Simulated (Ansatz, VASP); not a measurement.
# Cross-check of WC (Qusongite) between VASP and Ansatz, part 2 of 2

One calculation is typed for both programs; each brings its own data sets. How far apart do they land? The cell is taken from a series of runs on this material, whose earlier steps may have relaxed, scaled, displaced or heated it; both programs get it as it stands.

VASP 6.6.1 and Ansatz 0.2.0.

So far: The structure; VASP: zone-centre phonons, PBEsol.

**3. Ansatz: zone-centre phonons, PBEsol**

Level of this step: Ansatz beside VASP: Kohn-Sham DFT, plane waves, PBEsol (Ansatz).

Ansatz runs on its PAW soft_1 files.

The same cell, functional, mesh and smearing now go to Ansatz, which takes its cutoff from its data sets.

The input, input.yaml:

```yaml
crystal:
  lattice:
    - [2.9104286072, 0.0, 0.0]
    - [-1.4552143036, 2.5205051098, 0.0]
    - [0.0, 0.0, 2.7715346108]
  atoms:
    - { symbol: C, position: [0.6666666693, 0.3333333307, 0.5] }
    - { symbol: W, position: [-2.6e-09, 2.6e-09, 0.0] }
kpoints:
  mp_grid: { grid: [18, 18, 16] }
hamiltonian:
  xc: pbesol
  pseudopotentials: { kind: paw, azcp: { folder: soft_1 }, xc_functional: pbe }
scf:
  occupations: { method: methfessel_paxton, width: 0.2 }
output:
  eigenvalues: true
phonons:
  method: dfpt
```

Run with:

```console
ansatz run input.yaml --threads 4 --pin off --max-ram 10240MiB --backend cpu --events-out ev --progress --plain --runs-dir out
```

Numbers of over 12 decimals in the logs are rounded to 6 here.

The program printed:

```text
zone centre: on kpoints.mp_grid the ground state, and the responses unless they are solved on pairs of k-points, stand on 819 of the mesh's 5184 k-points, reduced under 4 symmetry operations, with k and −k counted as one. Each operation leaves every solved displacement unchanged or reverses it
Engine: ansatz 0.2.0, x86_64-unknown-linux-gnu
Pseudopotentials: kind: paw
Pseudopotential: C, paw, valence charge 4, recommended cutoff 420 eV (normal), soft_1/C.paw.azcp
Pseudopotential: W, paw, valence charge 14, recommended cutoff 420 eV (normal), soft_1/W.paw.azcp
Functional definition: PBEsol
  exchange = pbesol_x
  correlation = pbesol_c
Crystal: 2 atoms, lattice volume = 20.331 Å³
Basis set: ecut = 420 eV, 405 PW (Γ), exchange–correlation on 40×40×40 points (8 copies of the dense FFT grid, shifted against one another)
Bands: 13, of which v1, the nominal top of the filled ones, is band 9 counted from 1 (8 counted from 0)
Symmetry: 12 space group operations
k-points: 819 of 5184 (irreducible under 4 space group operations, time reversal used)
Non-local potential: C, projectors of the file, l = 0: 2, l = 1: 2, l = 2: 1
Non-local potential: W, projectors of the file, l = 0: 3, l = 1: 2, l = 2: 2, l = 3: 1
PAW form: soft (Blöchl's): semilocal exchange-correlation on the pseudo side does not see the compensation charge
PAW frozen core: C, regenerated for the run's functional, and the local potential with it (the file was generated under x = pbe(κ = 0.804, μ = 0.219515), c = pbe(β = 0.066725))
PAW frozen core: W, regenerated for the run's functional, and the local potential with it (the file was generated under x = pbe(κ = 0.804, μ = 0.219515), c = pbe(β = 0.066725))
PAW one-centre angular grid: C, 110 points (default); XC on 64 Gauss nodes
PAW one-centre angular grid: W, 590 points (default); XC on 64 Gauss nodes
Initial density: superposition of atomic densities (chi_scale 0.1, normalization cell, long waves kept (reshape's long-wave potential 0.00 eV rms))
Initial wavefunctions: pseudopotential atomic-orbital guess
Functional: x = pbesol(κ = 0.804, μ = 0.123457), c = pbesol(β = 0.046)
SCF iter   1: F=—  HF=-10505.939566 eV  |F-HF|=—  |Δ(HF+E_count)|=         —  Δρ=1.32e-1  dr2=4.69e0  ethr=3.10e-3  ⟨swp⟩=5.0  Hψ=52879  notcnv=0
preconditioner: auto → none  [metal: Δε(μ)=0.038 eV  Ē_g=11.009 eV  σ=0.200 eV  W_gap=0.16  n_scr=8 (ndim 8)  ℏωp=26.0 eV  f_vac=0.000  D(μ)=0.23/eV (n_scr^D=0)  sad-step TF]
SCF iter   2: F=—  HF=-10505.355338 eV  |F-HF|=—  |Δ(HF+E_count)|=   5.84e-1  S|Δr|=    0.00e0  Δρ=9.34e-2  dr2=2.43e0  ethr=3.10e-3  ⟨swp⟩=2.0  Hψ=20371  notcnv=0
SCF iter   3: F=—  HF=-10504.724512 eV  |F-HF|=—  |Δ(HF+E_count)|=   6.31e-1  S|Δr|=    0.00e0  Δρ=9.30e-3  dr2=2.00e-2  ethr=3.10e-3  ⟨swp⟩=2.2  Hψ=18238  notcnv=0
SCF iter   4: F=—  HF=-10504.722143 eV  |F-HF|=—  |Δ(HF+E_count)|=   2.37e-3  S|Δr|=    0.00e0  Δρ=9.80e-4  dr2=6.60e-5  ethr=1.11e-4  ⟨swp⟩=1.1  Hψ=17048  notcnv=0
SCF iter   5: F=—  HF=-10504.722225 eV  |F-HF|=—  |Δ(HF+E_count)|=   8.27e-5  S|Δr|=    0.00e0  Δρ=1.59e-4  dr2=2.35e-6  ethr=3.66e-7  ⟨swp⟩=2.1  Hψ=16911  notcnv=0
SCF iter   6: F=—  HF=-10504.722225 eV  |F-HF|=—  |Δ(HF+E_count)|=   7.72e-8  S|Δr|=    0.00e0  Δρ=1.92e-5  dr2=4.86e-8  ethr=1.31e-8  ⟨swp⟩=2.2  Hψ=15245  notcnv=0
SCF iter   7: F=—  HF=-10504.722225 eV  |F-HF|=—  |Δ(HF+E_count)|=   1.96e-7  S|Δr|=    0.00e0  Δρ=3.14e-6  dr2=1.54e-9  ethr=2.70e-10  ⟨swp⟩=2.0  Hψ=14842  notcnv=0
SCF iter   8: F=—  HF=-10504.722225 eV  |F-HF|=—  |Δ(HF+E_count)|=  4.87e-10  S|Δr|=    0.00e0  Δρ=7.56e-7  dr2=4.47e-11  ethr=8.58e-12  ⟨swp⟩=2.6  Hψ=16937  notcnv=0
SCF iter   9: F=-10504.722225 eV  HF=-10504.722225 eV  |F-HF|=1.82e-12  |Δ(HF+E_count)|=  1.09e-11  S|Δr|=    0.00e0  Δρ=5.74e-8  dr2=7.48e-13  ethr=1.00e-12  ⟨swp⟩=5.1  Hψ=40212  notcnv=0
SCF 1 converged in 9 iterations: F = -10504.722225 eV  dr2 = 7.48e-13
  greatest PAW one-centre occupation: 0.999 electrons in one spin orbital (limit 2), on the W atom at site 1 (counted from 0), in its partial waves of l = 0
DFPT response loops at Γ: preconditioner auto → Kerker (q_TF=auto, 2.673 Å⁻¹) (partly filled bands, converged f_vac=0.000); β = 1.00, the filter's whole step (`scf.mixing.beta` (0.50) is not read by the response loops under this deck's `scf.mixing.preconditioner`; to damp them name `kerker` or `kerker_dos`, under which they read `scf.mixing.beta`, and type it under 1.00, their step now; both keys bind the ground state too); Broyden in place of MSR1
SCF converged after 9 iterations
Stability not checked: this state was not tested for a lower state beside it, because cold or Methfessel-Paxton smearing, or corrected tetrahedra, fill the levels in a way that the test cannot read (fill_not_monotonic; see scf.lower_state_search)
Free energy (F): -10504.722225 eV
Harris-Foulkes:  -10504.722225 eV  (|F-HF|=1.82e-12)
Internal energy: -10504.721290 eV  (E = F + TS)
E sigma→0 (E₀):  -10504.721991 eV
Entropy (-TS):   -0.000935 eV (-0.468 meV/atom)
Fermi energy:    20.807295 eV
--- Per-component energies (eV) ---
  E_band       = -55.000533
  E_kinetic    = 511.309140
  E_local      = -590.934885  (includes V_loc(G=0)·N_el)
  E_nonlocal   = -0.011546
  E_hartree    = 243.942521
  E_xc         = -314.461274
  E_vxc        = -291.336371  (∫ρ·V_xc dr)
  E_paw        = -8547.110245  (= ΣΔE_a)
  E_vpaw       = -171.912097  (= ΣTr[D̂ρ^β])
  E_aug_tail   = 0.000160  (compensation charges beyond the density's cutoff)
  E_ewald      = -1807.698119
  E_core_change = 0.242958  (= ΣΔE_core)
  E_smearing   = -0.000935  (= −TS)
  E_closure    = 0.000000  (closes the sum)
  Σ components = -10504.722225   (vs F -10504.722225, Δ=0.00e0)
--- Band table (eV; the first three rows and the last of 819) ---
  k-point 0: bands = [... 5 lower, 16.3574, 17.1813, 17.1813, 21.1488, 24.1688, 24.1688, 26.6461, 26.6461]
  k-point 1: bands = [... 5 lower, 16.3375, 17.2280, 17.2280, 21.1079, 23.7741, 23.7741, 26.8943, 26.8943]
  k-point 2: bands = [... 5 lower, 16.2163, 17.3644, 17.3644, 21.0929, 22.9608, 22.9608, 27.2326, 27.2326]
  k-point 818: bands = [... 5 lower, 14.1759, 14.8862, 18.8342, 19.5719, 26.0679, 26.3913, 26.8746, 30.6585]
--- Phonons (Γ-DFPT): 4 representative perturbations + reference, on 819 of 5184 k-points (Σ response iterations 12) ---
  k mesh reduced under 4 symmetry operations, with k and −k counted as one. Each operation leaves every solved displacement unchanged or reverses it
  ASR residual: 4.406e-5 → 0.000e0 eV/Å²; symmetrization residual: 1.290e-6 eV/Å²
  ASR residual per site (eV/Å²): 1.46e-5 4.41e-5
  Γ frequencies (cm⁻¹): 0.00 0.00 0.00 624.42 636.84 636.84
  non-analytic LO–TO correction: not included (Born effective charges unavailable; polar crystals: no LO–TO splitting at Γ)
```

**4. Side by side**

Known differences besides the potentials themselves: the data sets hold 18 valence electrons in Ansatz (on its PAW soft_1 files) and 10 in VASP; the cutoff is 420 eV in Ansatz and 600 eV in VASP; Ansatz makes its cores anew for this functional, VASP keeps those of its PBE data sets. Total energies have different zeros and are not compared.

The two programs side by side:

| quantity | Ansatz | VASP | difference |
| --- | --- | --- | --- |
| optical mode 1 (cm⁻¹) | 624.4 | 631.6 | -1.14 % |
| optical mode 2 to 3 (cm⁻¹) | 636.8 | 645.5 | -1.34 % |

Modes are paired by rising frequency, not by their patterns, so a pair may set unlike modes beside each other; they are those without the splitting of longitudinal modes.

**5. Summary of results**

```json
{"r.m.s. difference of the optical zone-centre modes, each program's sorted by frequency (zone-centre phonons, PBEsol)": "8.2 cm⁻¹", "difference in optical mode 2 to 3 (zone-centre phonons, PBEsol)": "-1.3 %"}
```

The r.m.s. difference of the optical zone-centre modes, each program's sorted by frequency is 8.2 cm⁻¹ (zone-centre phonons, PBEsol). The data sets hold unlike numbers of valence electrons (18 in Ansatz and 10 in VASP), so part of the differences comes from the potentials. Among the rows given in per cent, the largest difference of the zone-centre phonons, PBEsol pair is in optical mode 2 to 3, -1.3 %. How closely two codes agree says nothing of how well the functional describes the real material.

[Lines on the potential files, build, host, timing and source positions are cut from VASP's logs without a mark.]

[Logs are printed without paths, hosts, clocks, repeated set-up lines and the standing remarks that a program may print on its own settings, such as how far it seeks lower states.]

[Hosts, paths, dates, database ids (printed as entryN), source tags and the programs' standing remarks are cut or masked in the printed files.]
